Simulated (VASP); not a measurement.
Wanted: the native input for a VASP 6.6.1 run.

```yaml
Task: atomic charges
Functional: PBE
Dispersion: TS
Potentials_or_basis: VASP PAW PBE potentials, release 64 (C, Ge_d, F, Br, H)
Cutoff: 520 eV
k_mesh: 1 × 1 × 1
Occupations: gaussian, width 0.01 eV
Spin: no spin polarisation
Further_INCAR_settings: ALGO = Normal; EDIFF = 1e-07
```

The structure of CGeF2BrH3 lies in POSCAR:

```
GeH3CBrF2
1.0
   13.0000000000      0.0000000000      0.0000000000
    0.0000000000     13.0000000000      0.0000000000
    0.0000000000      0.0000000000     13.0000000000
C Ge F Br H
1 1 2 1 3
Direct
    0.4506846200      0.4261038500      0.5794807700
    0.5048846200      0.5020423100      0.4651653800
    0.6282384600      0.5432346200      0.4898576900
    0.5172692300      0.4246730800      0.3584730800
    0.4122384600      0.6422884600      0.4168576900
    0.3737615400      0.3987423100      0.5606269200
    0.4473000000      0.4759500000      0.6467576900
    0.5012000000      0.3609423100      0.5947653800
```

These files were run (other wordings do the same):

INCAR

```
SYSTEM = GeH3CBrF2
PREC = Accurate
ENCUT = 520
EDIFF = 1E-7
ISMEAR = 0
SIGMA = 0.01
LREAL = .FALSE.
LASPH = .TRUE.
NELM = 60
ALGO = Normal
ISIF = 2
LWAVE = .FALSE.
LCHARG = .FALSE.
GGA = PE
IVDW = 2
LORBIT = 11
```

KPOINTS

```
Automatic mesh
0
G
  1 1 1
  0 0 0
```

Potentials or basis: VASP PAW PBE potentials, release 64 (C, Ge_d, F, Br, H).

Run with:

```bash
$ cat potpaw_PBE.64/C/POTCAR potpaw_PBE.64/Ge_d/POTCAR potpaw_PBE.64/F/POTCAR potpaw_PBE.64/Br/POTCAR potpaw_PBE.64/H/POTCAR > POTCAR
$ mpirun -np 1 vasp_gam > vasp.out
```

It gave:

| Item | Value |
| --- | --- |
| Largest force | 0.811 eV/Å |
| Gap between the frontier levels | 5.50 eV |
| Valence electrons inside the program's atomic spheres | C 2.62; Ge 12.62; F 6.09; Br 4.88; H 0.68 |
| Hirshfeld charges | C -0.17; Ge +0.50; F -0.22; Br -0.08; H +0.06, +0.07 e |
| Dispersion energy per atom | -0.006 eV |

It took 2.8 min on 1 thread of Intel(R) Xeon(R) 6975P-C (Granite Rapids), with other jobs on the host, peak memory 1.7 GiB.
